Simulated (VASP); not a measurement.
Here is the system:

```yaml
crystal:
  lattice:
    - [0.00000, 2.88695, 2.88695]
    - [2.88695, 0.00000, 2.88695]
    - [2.88695, 2.88695, 0.00000]
  atoms:
    - { symbol: Al, position: [0.25000, 0.25000, 0.25000] }
    - { symbol: Al, position: [0.75000, 0.75000, 0.75000] }
    - { symbol: Pt, position: [0.00000, 0.00000, 0.00000] }
```

These are PBEsol GGA, VASP's PBE PAW potentials (set 64) (plane waves; VASP) values and carry that method's errors. Settings: 520 eV cut-off, 9×9×9 Γ-centred mesh, first-order Methfessel-Paxton smearing of 0.10 eV, potentials Al Pt.

Q: Give the stress tensor in GPa (positive for a compressed cell).

A: 
```
10.02   0.00   0.00
 0.00  10.02   0.00
 0.00   0.00  10.02
```
The pressure is its mean diagonal, 10.02 GPa.

The compound is PtAl2 in the fluorite structure. This cell is one point of a volume scan, at 0.94 of the reference volume.
